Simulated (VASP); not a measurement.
Energy against volume of Ni3Al (L1_2). Calculation: TPSS meta-GGA, VASP's PBE PAW potentials (set 64) (plane waves; VASP). Numerical set-up: 520 eV cut-off, 9×9×9 Γ-centred mesh, first-order Methfessel-Paxton smearing of 0.10 eV, potentials Al Ni.

```
V (Å³/atom)  E (eV/atom)
-----------  -----------
10.350         -12.36675
10.681         -12.38784
11.011         -12.39441
11.341         -12.38872
```

Fit these four points and predict the energy of the run at 11.672 Å³/atom.

A cubic in V^(−2/3), the third-order Birch-Murnaghan form, passes through the four points with V0 = 11.01 Å³/atom and B0 = 198 GPa, and gives -12.3726 eV/atom there. The run gave -12.3727 eV/atom, -0.1 meV/atom from the fit; all five points give B0 = 197 GPa.

The compound is Ni3Al in the L1_2 structure. It was relaxed first.
